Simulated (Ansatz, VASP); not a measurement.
# Zn2Se: VASP beside Ansatz, part 2 of 2

Aim: how closely do two programs agree when they are given the same cell, functional and k mesh? The cell is invented: As first built, before any earlier steps moved the atoms (in the runner's words): it takes the Cu2Se structure with some of its atoms replaced by other elements, volume scaled by an estimate. It may not be a known or stable phase. The cell is taken from a series of VASP runs on this material, whose earlier steps may have relaxed, scaled or displaced it; both programs get it as it stands. Other levels of theory on this material are compared in a session of their own.

VASP 6.6.1 and Ansatz 0.2.0.

So far. Step 2 (VASP: band structure, LDA): The PAW data sets were made with PBE, though LDA sets exist; this is a small mismatch. At this level the cell is under a tension of 5.8 GPa, so at these settings it is away from equilibrium.

## Step 5: Ansatz: band structure, r2SCAN

Level of this step: Ansatz beside VASP: Kohn-Sham DFT, plane waves, r2SCAN (Ansatz).

With cell and atoms fixed, the geometry can't cause a difference; cores, projectors, grids and the points listed under the comparison can.

The cell is taken from a series of VASP runs on this material, whose earlier steps may have relaxed, scaled or displaced it; both programs get it as it stands.

input.yaml

```yaml
crystal:
  lattice:
    - [0.0, 3.2091025107, 3.2091025107]
    - [3.2091025107, 0.0, 3.2091025107]
    - [3.2091025107, 3.2091025107, 0.0]
  atoms:
    - { symbol: Se, position: [0.0, 0.0, 0.0] }
    - { symbol: Zn, position: [0.75, 0.75, 0.75] }
    - { symbol: Zn, position: [0.25, 0.25, 0.25] }
hamiltonian:
  xc: r2scan
  pseudopotentials: { kind: paw }
kpoints:
  mp_grid: { grid: [4, 4, 4] }
  band_path:
    path:
      - [0.0, 0.0, 0.0]
      - [0.16667, 0.0, 0.16667]
      - [0.33333, 0.0, 0.33333]
      - [0.5, 0.0, 0.5]
      - [0.5, 0.08333, 0.58333]
      - [0.5, 0.18333, 0.68333]
      - [0.5, 0.25, 0.75]
      - [0.45, 0.3, 0.75]
      - [0.40833, 0.34167, 0.75]
      - [0.35, 0.35, 0.7]
      - [0.225, 0.225, 0.45]
      - [0.075, 0.075, 0.15]
      - [0.03333, 0.03333, 0.03333]
      - [0.23333, 0.23333, 0.23333]
      - [0.4, 0.4, 0.4]
      - [0.51667, 0.46667, 0.51667]
      - [0.55833, 0.38333, 0.55833]
      - [0.60833, 0.28333, 0.60833]
      - [0.60833, 0.25, 0.64167]
      - [0.55833, 0.25, 0.69167]
      - [0.51667, 0.25, 0.73333]
      - [0.5, 0.3, 0.7]
      - [0.5, 0.38333, 0.61667]
      - [0.5, 0.48333, 0.51667]
      - [0.475, 0.475, 0.55]
      - [0.425, 0.425, 0.65]
      - [0.38333, 0.38333, 0.73333]
      - [0.59167, 0.18333, 0.59167]
      - [0.55, 0.1, 0.55]
      - [0.5, 0.0, 0.5]
    npoints: 1
scf:
  occupations: { method: gaussian, width: 0.02 }
  n_extra_bands: 7
output:
  forces: true
  stress: true
  eigenvalues: true
```

On the command line:

```sh
ansatz run input.yaml --threads 2 --pin off --max-ram 4608MiB --backend cpu --events-out ev --progress --plain --runs-dir out
```

Numbers of over 12 decimals in the logs are rounded to 6 here.

The program printed:

```text
[...]
Crystal: 3 atoms, lattice volume = 66.097 Å³
Basis set: ecut = 500 eV, 1687 PW (Γ), exchange–correlation on 144×144×144 points (64 copies of the dense FFT grid, shifted against one another)
Bands: 27, of which v1, the nominal top of the filled ones, is band 20 counted from 1 (19 counted from 0)
Symmetry: 48 space group operations
[...]
k-points: 8 of 64
[...]
k-point 0: bands = [... 16 lower, 4.5891, 5.1844, 5.1844, 5.1844, 9.7527, 9.7527, 9.7527, 10.0651, ... 3 higher]
  k-point 1: bands = [... 16 lower, 2.4544, 4.8233, 4.8233, 6.0435, 9.1210, 10.4374, 10.4374, 12.7430, ... 3 higher]
  k-point 2: bands = [... 16 lower, 0.8838, 4.5439, 4.5439, 5.5881, 10.5497, 10.5497, 11.3438, 12.5218, ... 3 higher]
  k-point 7: bands = [... 16 lower, 2.1093, 2.1093, 3.1016, 9.1357, 9.1357, 10.2209, 10.3410, 14.6153, ... 3 higher]
[key lines of the parts left out:]
SCF converged after 7 iterations
Free energy (F): -12129.169849 eV
Fermi energy:    7.828325 eV
P = ⅓ Tr σ = -2.4478 GPa (-24.478 kbar)
```

It took 6 s on 2 threads of Arm Neoverse N1, shared host; peak memory 0.51 GiB; 11 s of CPU time.

## Step 6: VASP: band structure, r2SCAN

The same cell, functional, mesh and smearing now go to VASP, with its own data sets and cutoff.

INCAR

```
SYSTEM = Zn2Se
PREC = Accurate
ENCUT = 400
EDIFF = 1E-06
NELM = 100
ISMEAR = 0
SIGMA = 0.02
LREAL = .FALSE.
ALGO = Normal
METAGGA = R2SCAN
LASPH = .TRUE.
LORBIT = 11
LWAVE = .FALSE.
LCHARG = .FALSE.
KPAR = 4
```

POSCAR

```
Zn2Se
1.0
    0.0000000000      3.2091025107      3.2091025107
    3.2091025107      0.0000000000      3.2091025107
    3.2091025107      3.2091025107      0.0000000000
Se Zn
1 2
Direct
    0.0000000000      0.0000000000      0.0000000000
    0.7500000000      0.7500000000      0.7500000000
    0.2500000000      0.2500000000      0.2500000000
```

KPOINTS

```
Automatic mesh
0
Gamma
4 4 4
0 0 0
```

KPOINTS_OPT

```
Line mode
16
Line-mode
Reciprocal
  0.00000000   0.00000000   0.00000000 GAMMA
  0.50000000   0.00000000   0.50000000 X

  0.50000000   0.00000000   0.50000000 X
  0.50000000   0.25000000   0.75000000 W

  0.50000000   0.25000000   0.75000000 W
  0.37500000   0.37500000   0.75000000 K

  0.37500000   0.37500000   0.75000000 K
  0.00000000   0.00000000   0.00000000 GAMMA

  0.00000000   0.00000000   0.00000000 GAMMA
  0.50000000   0.50000000   0.50000000 L

  0.50000000   0.50000000   0.50000000 L
  0.62500000   0.25000000   0.62500000 U

  0.62500000   0.25000000   0.62500000 U
  0.50000000   0.25000000   0.75000000 W

  0.50000000   0.25000000   0.75000000 W
  0.50000000   0.50000000   0.50000000 L

  0.50000000   0.50000000   0.50000000 L
  0.37500000   0.37500000   0.75000000 K

  0.62500000   0.25000000   0.62500000 U
  0.50000000   0.00000000   0.50000000 X
```

The projector-augmented-wave data sets are Se and Zn (PBE family, release 64).

On the command line:

```sh
mpirun -np 4 vasp_std
```

The program printed:

```text
[banner, memory and clock lines left out]
running    4 mpi-ranks, on    1 nodes
[...]
[... a notice as in an earlier step ...]

 LDA part: xc-table for (None), standard interpolation
 POSCAR, INCAR and KPOINTS ok, starting setup
[...]
entering main loop
       N       E                     dE             d eps       ncg     rms          rms(c)
DAV:   1     0.112378981002E+03    0.11238E+03   -0.13211E+04   304   0.173E+03
DAV:   2    -0.271005330300E+02   -0.13948E+03   -0.13615E+03   307   0.316E+02
DAV:   3    -0.362521415298E+02   -0.91516E+01   -0.90384E+01   362   0.868E+01
DAV:   4    -0.363969132382E+02   -0.14477E+00   -0.14457E+00   325   0.101E+01
[...]
DAV:  12    -0.318030963110E+02   -0.17054E-04   -0.74172E-05   304   0.831E-02    0.188E-02
DAV:  13    -0.318030983291E+02   -0.20180E-05   -0.23876E-05   334   0.101E-01    0.670E-03
DAV:  14    -0.318030988759E+02   -0.54687E-06   -0.21489E-06   219   0.125E-02
   1 F= -.31803099E+02 E0= -.31803099E+02  d E =-.367679E-12
 Start KPOINTS_OPT (optional k-point list driver)
k-point batch [1-8\160]
       N       E                     dE             ncg
DAV:   1     0.204467726932E+03   -0.96260E+03      304
DAV:   2    -0.955398825052E+03   -0.11599E+04      307
DAV:   3    -0.103997705639E+04   -0.84578E+02      351
DAV:   4    -0.104144889177E+04   -0.14718E+01      310
DAV:   5    -0.104145855135E+04   -0.96596E-02      325
DAV:   6    -0.104145865752E+04   -0.10617E-03      316
DAV:   7    -0.104145865931E+04   -0.17903E-05      252
DAV:   8    -0.104145865936E+04   -0.50111E-07      179
[...]
k-point batch [153-160\160]
       N       E                     dE             ncg
DAV:   1    -0.129049965558E+02   -0.65575E+04      304
DAV:   2    -0.104523160370E+04   -0.10323E+04      307
DAV:   3    -0.110515159599E+04   -0.59920E+02      343
DAV:   4    -0.110591009541E+04   -0.75850E+00      349
DAV:   5    -0.110591366473E+04   -0.35693E-02      319
DAV:   6    -0.110591368939E+04   -0.24660E-04      346
DAV:   7    -0.110591368963E+04   -0.23628E-06      191
```

Parts of OUTCAR (step 6):

```text
  Total       -1.1318155     -1.1318155     -1.1318155     -0.0000000     -0.0000000     -0.0000000
  in kB      -27.4350320    -27.4350320    -27.4350320     -0.0000000     -0.0000000     -0.0000000
  external PRESSURE =     -27.4350320 kB  Pullay stress =       0.0000000 kB

 POSITION                                       TOTAL-FORCE (eV/Angst)
 -----------------------------------------------------------------------------------
      0.00000      0.00000      0.00000         0.000000      0.000000      0.000000
      4.81365      4.81365      4.81365        -0.000000     -0.000000     -0.000000
      1.60455      1.60455      1.60455         0.000000      0.000000      0.000000
 -----------------------------------------------------------------------------------
    total drift:                               -0.000000      0.000000      0.000000

  FREE ENERGIE OF THE ION-ELECTRON SYSTEM (eV)
  ---------------------------------------------------
  free  energy   TOTEN  =       -31.8030988759 eV

  energy  without entropy=      -31.8030988759  energy(sigma->0) =      -31.80309888

[... 2 parts as in an earlier step ...]

[... 1 further part left out ...]
[key lines of the parts left out:]
E-fermi :   2.4427
```

At this level the cell is under a tension of 2.7 GPa, so at these settings it is away from equilibrium.

## Step 7: Differences

What differs besides the data sets and the points named for the pairs above, as far as they apply: VASP keeps PBE cores, Ansatz makes them for the functional; the cutoff is 500 eV in Ansatz and 400 eV in VASP. Total energies have different zeros and are not compared.

Both answers:

| quantity | Ansatz | VASP | difference |
| --- | --- | --- | --- |
| pressure (GPa) | -2.45 | -2.74 | +0.30 |

Levels from 3 eV below to 2 eV above the Fermi level differ by 5 meV r.m.s. and 8 meV at most; each VASP level is matched to the nearest of Ansatz, which flatters the figure a little.

## Step 8: Summary of results

| Quantity | Value |
| --- | --- |
| r.m.s. difference of levels near the Fermi level (band structure, LDA) | 5.4 meV |
| r.m.s. difference of levels near the Fermi level (band structure, r2SCAN) | 5.5 meV |

The r.m.s. difference of levels near the Fermi level is 5.5 meV (band structure, r2SCAN), within the 80 meV picked in this series as the mark of a large difference. 3 further runs of this series are not shown here. Such differences can come from data sets, numerical settings and the points named under the comparisons, not from the functional's error against experiment.

[Lines on the potential files, build, host, timing and source positions are cut from VASP's logs without a mark.]

[Logs are printed without paths, hosts, clocks, repeated set-up lines and the standing remarks that a program may print on its own settings, such as how far it seeks lower states.]

[Hosts, paths, dates, database ids (printed as entryN), source tags and the programs' standing remarks are cut or masked in the printed files.]

[VASP's PBE data sets in a run with another functional are called a small mismatch above; for pressures it isn't always small: they can move by 1 GPa and more.]
